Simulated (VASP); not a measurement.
# NaCdCuS2: structure and properties in VASP, part 2 of 4

Wanted: the relaxed cell of NaCdCuS2 and its properties. The cell is invented: it takes the structure of a Materials Project entry for NaLiCdS2 (space group 156 there), with some of its atoms replaced by other elements, volume scaled by an estimate. It may not be a known or stable phase. Left out of this account: 1 further run (relaxation: it shows nothing beyond the runs told).

VASP 6.6.1, plane waves and PAW; the level of theory is named at each step.

Still holding for the runs below: This run has no spin polarisation, although Cu can carry a moment.

So far, gap on the k-mesh (eV): step 2 (rough relaxation of the start cell) 0.268. The relaxed cell has a = 3.948, c = 7.138 Å (conventional setting).

### Step 3. Relaxing cell and atoms (BLYP + D3(BJ))

Level of this step: BLYP with D3(BJ), no spin polarisation; plane waves and PAW (Cd, Cu, S, Na_pv); invented cell (VASP).

Properties are meant for the cell that this level of theory prefers, so cell and atoms are relaxed first (ISIF = 3) until forces and stress are small; EDIFFG sets the threshold.

Input file INCAR:

```
SYSTEM = NaCdCuS2
PREC = Accurate
ENCUT = 400
EDIFF = 1E-06
NELM = 100
ISMEAR = 0
SIGMA = 0.05
LREAL = .FALSE.
ALGO = Normal
GGA = B5
ALDAX = 1
AGGAX = 1
AGGAC = 1
ALDAC = 0
IVDW = 12
VDW_S6 = 1
VDW_S8 = 2.6996
VDW_A1 = 0.4298
VDW_A2 = 4.2359
NBANDS = 27
LORBIT = 11
LWAVE = .FALSE.
LCHARG = .FALSE.
KPAR = 2
IBRION = 2
NSW = 60
ISIF = 3
EDIFFG = -0.01
```

Input file POSCAR:

```
NaCdCuS2
1.0
    3.9477198238      0.0000000000      0.0000000000
   -1.9738599119      3.4188250788      0.0000000000
    0.0000000000      0.0000000000      7.1382958926
Cd Cu S Na
1 1 2 1
Direct
    0.0000000000      0.0000000000      0.3730254980
    0.6666666700      0.3333333300      0.7091475561
    0.6666666700      0.3333333300      0.2081446564
    0.0000000000      0.0000000000      0.7278188501
    0.3333333300      0.6666666700      0.9818644393
```

Input file KPOINTS:

```
Automatic mesh
0
Gamma
6 6 3
0 0 0
```

The projector-augmented-wave data sets are Cd, Cu, S and Na_pv (PBE family, release 64).

The run is started by

```bash
$ mpirun -np 2 vasp_std
```

The log of the run:

```text
[banner, memory and clock lines left out]
running    2 mpi-ranks, on    1 nodes
 distrk:  each k-point on    1 cores,    2 groups
 distr:  one band on    1 cores,    1 groups

 POSCAR found type information on POSCAR CdCuS Na
 POSCAR found :  4 types and       5 ions
 [... a notice as in an earlier step ...]

 LDA part: xc-table for (Slater(with rela. corr.)+VWN5), standard interpolation
 POSCAR, INCAR and KPOINTS ok, starting setup
 FFT: planning ... GRIDC
 FFT: planning ... GRID_SOFT
 FFT: planning ... GRID
 WAVECAR not read
 entering main loop
       N       E                     dE             d eps       ncg     rms          rms(c)
DAV:   1     0.356804778308E+03    0.35680E+03   -0.17551E+04   918   0.149E+03
DAV:   2     0.177224630217E+02   -0.33908E+03   -0.32827E+03   941   0.396E+02
DAV:   3    -0.152584590713E+02   -0.32981E+02   -0.32472E+02  1151   0.132E+02
DAV:   4    -0.167268012187E+02   -0.14683E+01   -0.14613E+01  1172   0.273E+01
DAV:   5    -0.167842982338E+02   -0.57497E-01   -0.57471E-01  1311   0.513E+00    0.108E+01
DAV:   6    -0.153198683452E+02    0.14644E+01   -0.18325E+01  1417   0.627E+01    0.878E+00
DAV:   7    -0.147642820289E+02    0.55559E+00   -0.47606E+00  1292   0.536E+01    0.632E+00
DAV:   8    -0.147843388542E+02   -0.20057E-01   -0.49498E-01  1068   0.402E+00    0.243E+00
DAV:   9    -0.147766617831E+02    0.76771E-02   -0.79211E-02  1372   0.520E+00    0.344E-01
DAV:  10    -0.147763324082E+02    0.32937E-03   -0.15530E-02  1428   0.248E+00    0.147E-01
DAV:  11    -0.147764493114E+02   -0.11690E-03   -0.19904E-03  1289   0.580E-01    0.769E-02
DAV:  12    -0.147764739744E+02   -0.24663E-04   -0.57210E-04  1404   0.501E-01    0.621E-02
DAV:  13    -0.147764766138E+02   -0.26395E-05   -0.11086E-04  1412   0.197E-01    0.125E-02
DAV:  14    -0.147764795816E+02   -0.29678E-05   -0.15610E-05  1188   0.336E-02    0.555E-03
DAV:  15    -0.147764795007E+02    0.80977E-07   -0.15815E-06   894   0.131E-02
   1 F= -.18589904E+02 E0= -.18589904E+02  d E =-.185899E+02
 curvature:   0.00 expect dE= 0.000E+00 dE for cont linesearch  0.000E+00
 trial: gam= 0.00000 g(F)=  0.790E-04 g(S)=  0.376E-04 ort = 0.000E+00 (trialstep = 0.100E+01)
 search vector abs. value=  0.117E-03
 bond charge predicted
       N       E                     dE             d eps       ncg     rms          rms(c)
DAV:   1    -0.147729593574E+02    0.35202E-02   -0.26417E-02  1069   0.177E+00    0.176E-01
DAV:   2    -0.147726681231E+02    0.29123E-03   -0.49249E-03  1084   0.142E+00    0.722E-02
DAV:   3    -0.147725486620E+02    0.11946E-03   -0.11270E-03  1182   0.761E-01    0.443E-02
DAV:   4    -0.147725352769E+02    0.13385E-04   -0.85195E-05  1374   0.113E-01    0.273E-02
DAV:   5    -0.147725313479E+02    0.39290E-05   -0.12160E-05  1172   0.719E-02    0.103E-02
DAV:   6    -0.147725315535E+02   -0.20555E-06   -0.43948E-06  1032   0.229E-02
   2 F= -.18589990E+02 E0= -.18589990E+02  d E =-.857454E-04
[...]
3 F= -.18590020E+02 E0= -.18590019E+02  d E =-.115469E-03
 curvature:  -1.20 expect dE=-0.700E-04 dE for cont linesearch -0.285E-06
 trial: gam= 0.54597 g(F)=  0.193E-04 g(S)=  0.391E-04 ort =-0.527E-05 (trialstep = 0.128E+01)
 search vector abs. value=  0.874E-04
 bond charge predicted
       N       E                     dE             d eps       ncg     rms          rms(c)
DAV:   1    -0.147696752994E+02   -0.27647E-02   -0.21491E-02  1104   0.136E+00    0.113E-01
DAV:   2    -0.147696067300E+02    0.68569E-04   -0.26121E-03  1257   0.943E-01    0.603E-02
DAV:   3    -0.147695539542E+02    0.52776E-04   -0.48020E-04  1244   0.481E-01    0.395E-02
DAV:   4    -0.147695482177E+02    0.57365E-05   -0.34203E-05  1313   0.640E-02    0.252E-02
DAV:   5    -0.147695438773E+02    0.43404E-05   -0.41230E-06   980   0.343E-02    0.903E-03
DAV:   6    -0.147695429491E+02    0.92820E-06   -0.22968E-06   781   0.238E-02
   4 F= -.18590058E+02 E0= -.18590058E+02  d E =-.384140E-04
 trial-energy change:   -0.000038  1 .order   -0.000036   -0.000071   -0.000001
 step:   1.3004(harm=  1.3004)  dis= 0.00142  next Energy=   -18.590056 (dE=-0.361E-04)
 reached required accuracy - stopping structural energy minimisation
```

It took 98 s on 2 MPI ranks of Intel Xeon Platinum 8488C (Sapphire Rapids), shared host; peak memory 0.43 GiB.

Parts of OUTCAR (step 3):

```text
  LATTYP: Found a hexagonal cell.
 ALAT       =     3.9477198238
 C/A-ratio  =     1.8082073225

The static configuration has the point symmetry C_3v.

 Found     17 irreducible k-points:

   k-points           NKPTS =     17   k-points in BZ     NKDIM =     17   number of bands    NBANDS=     27

   dimension x,y,z NGX =    28 NGY =   28 NGZ =   48
   dimension x,y,z NGXF=    56 NGYF=   56 NGZF=   96

   ENCUT  =  400.0 eV  29.40 Ry    5.42 a.u.   6.44  6.44 11.64*2*pi/ulx,y,z

   NELECT =      42.0000    total number of electrons

 Edisp (eV)   -3.82311

 E-fermi :   4.6802

 k-point     1 :       0.0000    0.0000    0.0000
  band No.  band energies     occupation
    ...
     17       2.3761      2.00000
     18       2.7895      2.00000
     19       2.7895      2.00000
     20       4.5364      1.99995
     21       4.5364      1.99995
     22       4.8162      0.00012
     23       6.3851      0.00000
     24       9.3795      0.00000
     25      10.1364      0.00000
     26      10.1364      0.00000
    ...

 k-point     2 :       0.1667   -0.0000    0.0000
  band No.  band energies     occupation
    ...
     17       2.0995      2.00000
     18       2.5601      2.00000
     19       2.6741      2.00000
     20       3.5072      2.00000
     21       4.0823      2.00000
     22       5.7918      0.00000
     23       7.3254      0.00000
     24       9.1120      0.00000
     25       9.6702      0.00000
     26      10.1904      0.00000
    ...

 Edisp (eV)   -3.82052

  Total       0.00858     0.00858    -0.00311     0.00000    -0.00000     0.00000
  in kB       0.14291     0.14291    -0.05176     0.00000    -0.00000     0.00000
  external pressure =        0.08 kB  Pullay stress =        0.00 kB

  energy-cutoff  :      400.00
  volume of cell :       96.18
      direct lattice vectors                 reciprocal lattice vectors
     3.944669472 -0.000000000 -0.000000000     0.253506664  0.146362166 -0.000000000
    -1.972334736  3.416183398  0.000000000     0.000000000  0.292724331 -0.000000000
     0.000000000  0.000000000  7.137213352    -0.000000000 -0.000000000  0.140110706

 POSITION                                       TOTAL-FORCE (eV/Angst)
 -----------------------------------------------------------------------------------
      0.00000      0.00000      2.66597        -0.000000     -0.000000     -0.005852
      1.97233      1.13873      5.06202         0.000000     -0.000000     -0.000243
      1.97233      1.13873      1.48123         0.000000      0.000000      0.003253
      0.00000      0.00000      5.19763        -0.000000      0.000000      0.004833
     -0.00000      2.27746      7.00479        -0.000000      0.000000     -0.001991
 -----------------------------------------------------------------------------------
    total drift:                               -0.000008     -0.000008      0.000003

  FREE ENERGIE OF THE ION-ELECTRON SYSTEM (eV)
  ---------------------------------------------------
  free  energy   TOTEN  =       -18.5900579573 eV

  energy  without entropy=      -18.5900576238  energy(sigma->0) =      -18.59005779

 total charge
# of ion       s       p       d       tot
------------------------------------------
    1        0.429   0.318   9.573  10.320
    2        0.401   0.329   9.308  10.037
    3        1.340   2.436   0.000   3.776
    4        1.321   2.429   0.000   3.750
    5        0.058   5.992   0.000   6.050
--------------------------------------------------
tot          3.549  11.503  18.881  33.933

[... 2 parts as in an earlier step ...]

[... 7 further parts left out ...]
```

Little changed from the start: no atom moved by 0.005 Å and no cell edge by 0.1 %.

This step gave:

```
irreducible k-points            : 17
free energy (TOTEN)             : -18.59 eV
Fermi energy                    : 4.680 eV
pressure                        : 0.007802 GPa
SCF cycles over all ionic steps : 33
gap on the k-mesh               : 0.2798 eV
least direct gap on the k-mesh  : 0.2798 eV
```

It ends with a largest force of 0.006 eV/Å and a pressure of 0.01 GPa.

### Step 4. Single point with fields (BLYP + D3(BJ))

The relaxed cell gets a fresh self-consistent run, on a basis set for its own volume, to fix the density and to check the remaining stress.

INCAR: that of step 3 with these lines changed.

```diff
@@ -22,7 +22,5 @@
 LWAVE = .FALSE.
-LCHARG = .FALSE.
-KPAR = 2
-IBRION = 2
-NSW = 60
-ISIF = 3
-EDIFFG = -0.01
+LCHARG = .TRUE.
+ISIF = 2
+LELF = .TRUE.
+LVHAR = .TRUE.
```

Input file POSCAR:

```
NaCdCuS2
1.0
    3.9446694718      0.0000000000      0.0000000000
   -1.9723347359      3.4161833978      0.0000000000
    0.0000000000      0.0000000000      7.1372133519
Cd Cu S Na
1 1 2 1
Direct
    0.0000000000      0.0000000000      0.3735315838
    0.6666666700      0.3333333300      0.7092428059
    0.6666666700      0.3333333300      0.2075360212
    0.0000000000      0.0000000000      0.7282440751
    0.3333333300      0.6666666700      0.9814465139
```

KPOINTS is that of step 3.

The run is started by

```bash
$ mpirun -np 2 vasp_std
```

The log of the run:

```text
[banner, memory and clock lines left out]
running    2 mpi-ranks, on    1 nodes
 distrk:  each k-point on    2 cores,    1 groups
 distr:  one band on    1 cores,    2 groups

 POSCAR found type information on POSCAR CdCuS Na
 POSCAR found :  4 types and       5 ions
 [... a notice as in an earlier step ...]

 LDA part: xc-table for (Slater(with rela. corr.)+VWN5), standard interpolation
|                                                                             |
|           W    W    AA    RRRRR   N    N  II  N    N   GGGG   !!!           |
|           W    W   A  A   R    R  NN   N  II  NN   N  G    G  !!!           |
|           W    W  A    A  R    R  N N  N  II  N N  N  G       !!!           |
|           W WW W  AAAAAA  RRRRR   N  N N  II  N  N N  G  GGG   !            |
|           WW  WW  A    A  R   R   N   NN  II  N   NN  G    G                |
|           W    W  A    A  R    R  N    N  II  N    N   GGGG   !!!           |
|                                                                             |
|     The number of bands has been changed from the values supplied in        |
|     The orbitals not found in the WAVECAR file will be initialized with     |
|     random numbers, which is usually adequate. For correlated               |
|     calculations, however, you should redo the groundstate calculation.     |
|     I found NBANDS = 27. Now, NBANDS = 28.                                  |
|                                                                             |

 POSCAR, INCAR and KPOINTS ok, starting setup
 FFT: planning ... GRIDC
 FFT: planning ... GRID_SOFT
 FFT: planning ... GRID
 WAVECAR not read
 entering main loop
       N       E                     dE             d eps       ncg     rms          rms(c)
DAV:   1     0.350276657666E+03    0.35028E+03   -0.17524E+04   952   0.145E+03
DAV:   2     0.165767050148E+02   -0.33370E+03   -0.32047E+03   972   0.379E+02
DAV:   3    -0.154592844442E+02   -0.32036E+02   -0.31527E+02  1208   0.128E+02
DAV:   4    -0.167330356943E+02   -0.12738E+01   -0.12681E+01  1144   0.252E+01
DAV:   5    -0.167853063091E+02   -0.52271E-01   -0.52244E-01  1352   0.508E+00    0.109E+01
DAV:   6    -0.153199100224E+02    0.14654E+01   -0.17186E+01  1492   0.606E+01    0.870E+00
DAV:   7    -0.147605279210E+02    0.55938E+00   -0.45482E+00  1360   0.519E+01    0.629E+00
DAV:   8    -0.147764569060E+02   -0.15929E-01   -0.45587E-01  1104   0.377E+00    0.244E+00
DAV:   9    -0.147694209886E+02    0.70359E-02   -0.72265E-02  1376   0.491E+00    0.348E-01
DAV:  10    -0.147690013117E+02    0.41968E-03   -0.14666E-02  1496   0.245E+00    0.145E-01
DAV:  11    -0.147691174158E+02   -0.11610E-03   -0.19527E-03  1456   0.609E-01    0.791E-02
DAV:  12    -0.147691411372E+02   -0.23721E-04   -0.56411E-04  1440   0.494E-01    0.549E-02
DAV:  13    -0.147691480697E+02   -0.69324E-05   -0.14290E-04  1396   0.221E-01    0.971E-03
DAV:  14    -0.147691492825E+02   -0.12128E-05   -0.16330E-05  1488   0.595E-02    0.527E-03
DAV:  15    -0.147691492787E+02    0.37785E-08   -0.16014E-06   840   0.101E-02
   1 F= -.18589664E+02 E0= -.18589664E+02  d E =-.330418E-06
```

Wall time 39 s (2 MPI ranks); peak memory 0.35 GiB; 75 s of CPU time.

OUTCAR, selected parts (step 4):

```text
  LATTYP: Found a hexagonal cell.
 ALAT       =     3.9446694718
 C/A-ratio  =     1.8093311500

The static configuration has the point symmetry C_3v.

 Found     17 irreducible k-points:

   k-points           NKPTS =     17   k-points in BZ     NKDIM =     17   number of bands    NBANDS=     28

   ENCUT  =  400.0 eV  29.40 Ry    5.42 a.u.   6.43  6.43 11.64*2*pi/ulx,y,z

   NELECT =      42.0000    total number of electrons

 E-fermi :   4.6802

 k-point     1 :       0.0000    0.0000    0.0000
  band No.  band energies     occupation
    ...
     17       2.3761      2.00000
     18       2.7896      2.00000
     19       2.7896      2.00000
     20       4.5362      1.99995
     21       4.5362      1.99995
     22       4.8162      0.00012
     23       6.3850      0.00000
     24       9.3795      0.00000
     25      10.1363      0.00000
     26      10.1363      0.00000
    ...

 k-point     2 :       0.1667    0.0000    0.0000
  band No.  band energies     occupation
    ...
     17       2.0994      2.00000
     18       2.5602      2.00000
     19       2.6741      2.00000
     20       3.5070      2.00000
     21       4.0822      2.00000
     22       5.7918      0.00000
     23       7.3253      0.00000
     24       9.1120      0.00000
     25       9.6701      0.00000
     26      10.1903      0.00000
    ...

 Edisp (eV)   -3.82052

  Total       0.00626     0.00626    -0.00404    -0.00000    -0.00000     0.00000
  in kB       0.10434     0.10434    -0.06723    -0.00000    -0.00000     0.00000
  external pressure =        0.05 kB  Pullay stress =        0.00 kB

  energy-cutoff  :      400.00
  volume of cell :       96.18
      direct lattice vectors                 reciprocal lattice vectors
     3.944669472  0.000000000  0.000000000     0.253506664  0.146362166  0.000000000
    -1.972334736  3.416183398  0.000000000     0.000000000  0.292724331  0.000000000
     0.000000000  0.000000000  7.137213352     0.000000000  0.000000000  0.140110706

 POSITION                                       TOTAL-FORCE (eV/Angst)
 -----------------------------------------------------------------------------------
      0.00000      0.00000      2.66597        -0.000000      0.000000     -0.006051
      1.97233      1.13873      5.06202        -0.000000      0.000000      0.000023
      1.97233      1.13873      1.48123         0.000000      0.000000      0.004067
      0.00000      0.00000      5.19763         0.000000      0.000000      0.003958
     -0.00000      2.27746      7.00479         0.000000     -0.000000     -0.001997
 -----------------------------------------------------------------------------------
    total drift:                               -0.000008     -0.000007     -0.001152

  FREE ENERGIE OF THE ION-ELECTRON SYSTEM (eV)
  ---------------------------------------------------
  free  energy   TOTEN  =       -18.5896642869 eV

  energy  without entropy=      -18.5896639565  energy(sigma->0) =      -18.58966412

[... 3 parts as in an earlier step ...]

[... 7 further parts left out ...]
```

This step gave:

| Property | Result |
| --- | --- |
| SCF cycles | 15 |
| bands | 28 |
| pressure | 0.004715 GPa |
| gap on the k-mesh | 0.2800 eV |
| least direct gap on the k-mesh | 0.2800 eV |

Valence electrons inside each PAW sphere by angular momentum. Sphere charges, by row:

```tsv
atom	s (e)	p (e)	d (e)	tot (e)
Cd1	0.429	0.318	9.573	10.32
Cu2	0.401	0.329	9.308	10.04
S3	1.34	2.436	0	3.776
S4	1.321	2.429	0	3.75
Na5	0.058	5.992	0	6.05
```

Valence density in the ac plane at fractional y = 0.000, with atoms of Cd and S within 0.2 Å of it. It is the smooth field of the valence electrons, not physical close to the nuclei.

Ten steps, logarithmic in the rise over the least value, from '_' (0.0 e/Å³) to '@' (9.2 e/Å³), each cell a mean:
```
____________________________
........______________......
----::::....______....::::--
====----::..........::--====
++++++==::::......::--==++++
--==++==--::::::::::--==++==
__==++==--::::::::::--++++--
==++++==--::::::::::--==++++
++++==--::........::::--==++
====--::............::::--==
----::::..________....::::--
====--::..________....::--==
##**++--....______..::--++##
@@%%**==::..______..::++##%%
@@@@##++::........::--++%%@@
@@@@##==::::......::--++%%@@
%%##++--::::::::::::::==**##
++++==::::::::::::::::--==++
::::::::::::------::::::::::
........::::::--::::........
______....::::::::......____
________......::......______
__________........__________
______________..____________
```
Columns run along a (3.9 Å), rows up along c (7.1 Å). Atoms in or near the plane, at fractional coordinates: Cd at (0.00, 0.37), S at (0.00, 0.73).

Electrostatic potential energy in the ac plane at fractional y = 0.000, with atoms of Cd and S within 0.2 Å of it. With pseudopotentials it is smooth inside the atoms' cores, unlike the true potential.

Ten even steps from '0' (-67 eV) to '9' (2 eV), each cell a mean:
```
99999999999999
99999999999999
99999999999999
67999999999987
01689999999841
00389999999710
00279999999610
00489999999720
45899999999975
88999999999998
89999999999999
88899999999988
77889999999877
77789999998877
77789999998777
77789999998777
77789999999877
78899999999887
89999999999999
99999999999999
99999999999999
99999999999999
99999999999999
99999999999999
```
Columns run along a (3.9 Å; values clipped at the 3rd and 97th percentile), rows up along c (7.1 Å). Atoms in or near the plane, at fractional coordinates: Cd at (0.00, 0.37), S at (0.00, 0.73).

ELF in the ac plane at fractional y = 0.000, with atoms of Cd and S within 0.2 Å of it. It is the smooth field of the valence electrons, not physical close to the nuclei.

Ten even steps from '_' (0.00) to '@' (0.85), each cell a mean:
```
--::..__________________..::
****==::____________..--++**
@@@@%%**--..______..==##%%@@
@@@@@@%%++::......--**%%@@@@
%%@@@@@@**--::::::==##@@@@@@
==##@@@@##--::::::==%%@@@@**
--**@@@@##--::::::==%%@@%%++
**%%@@@@**--::::::--##@@@@##
@@@@@@##++::....::--**%%@@@@
@@%%##++--........::==**%%%%
------::....______..::::----
::::::....________......::::
..::::::....______....::::::
____::--::..........::--..__
____..--::..::::::..::::____
____..::..::--==--::::::..__
....::::::==**##**--::::::..
----::..--**##%%##++::::::--
::::..::==##%%%%%%**==::..::
......::++##%%%%%%##==::....
____..::==**##%%##**==::____
______..--==++++++==::..____
__________..........________
____________________________
```
Columns run along a (3.9 Å), rows up along c (7.1 Å). Atoms in or near the plane, at fractional coordinates: Cd at (0.00, 0.37), S at (0.00, 0.73).

In this run the pressure is 0.00 GPa, small enough to go on.

(Part 2 of 4 ends here.)

[Lines on the potential files, build, host, timing and source positions are cut from VASP's logs without a mark.]

[Logs are printed without paths, hosts, clocks, repeated set-up lines and the standing remarks that a program may print on its own settings, such as how far it seeks lower states.]

[Hosts, paths, dates, database ids (printed as entryN), source tags and the programs' standing remarks are cut or masked in the printed files.]

[A measured line is paired with the nearest computed mode of its activity, which favours agreement.]
